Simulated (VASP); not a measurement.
An input for Ansatz (written as the equivalent of a VASP run, and not itself run):

Ansatz 0.2 input:
```yaml
crystal:
  lattice:
    - [0.0000000, 3.1442920, 3.1442920]
    - [3.1442920, 0.0000000, 3.1442920]
    - [3.1442920, 3.1442920, 0.0000000]
  atoms:
    - { symbol: In, position: [0.7475940, 0.7387880, 0.7517860] }
    - { symbol: In, position: [0.5024060, 0.5112120, 0.4982140] }
kpoints:
  mp_grid: { grid: [7, 7, 7] }
hamiltonian:
  xc: pbe
  pseudopotentials: { kind: paw }
scf:
  occupations: { method: fermi_dirac, width: 0.136 }
  max_iter: 100
output: { forces: true, stress: true, eigenvalues: true }
```

### Question
Translate this input to VASP (INCAR, KPOINTS, POSCAR, choice of POTCAR).

### Answer
One answer among several that fit: 
INCAR:
```
ALGO = Normal
EDIFF = 1E-6
ENCUT = 300
GGA = PE
ISIF = 2
ISMEAR = -1
LASPH = .True.
LCHARG = .False.
LMAXMIX = 4
LREAL = .False.
LWAVE = .False.
NELM = 100
PREC = Accurate
SIGMA = 0.136
SYSTEM = In
```

File POSCAR:
```
In
4.44670
  0.0000000000   0.7071068433   0.7071068433
  0.7071068433   0.0000000000   0.7071068433
  0.7071068433   0.7071068433   0.0000000000
In
2
Cartesian
  1.0539950758   1.0602218587   1.0510308839
  0.7137720324   0.7075452495   0.7167362243
```

File KPOINTS:
```
Automatic mesh
0
Gamma
7 7 7
0 0 0
```

POTCAR, in this order: In_d (PBE.64 set). Program: vasp_std.

Limits of the translation: each code has its own PAW files, so the cut-off isn't converted (ENCUT is set for VASP's; basis.ecutwfc is left out, and Ansatz then takes the one that its files recommend); Ansatz stops its SCF on the density residual and VASP on the energy change (EDIFF).

The structure was generated: In was put into an ordered model structure, which need not be its known phase. The cell was not relaxed at this level, atoms are displaced from their ideal sites.
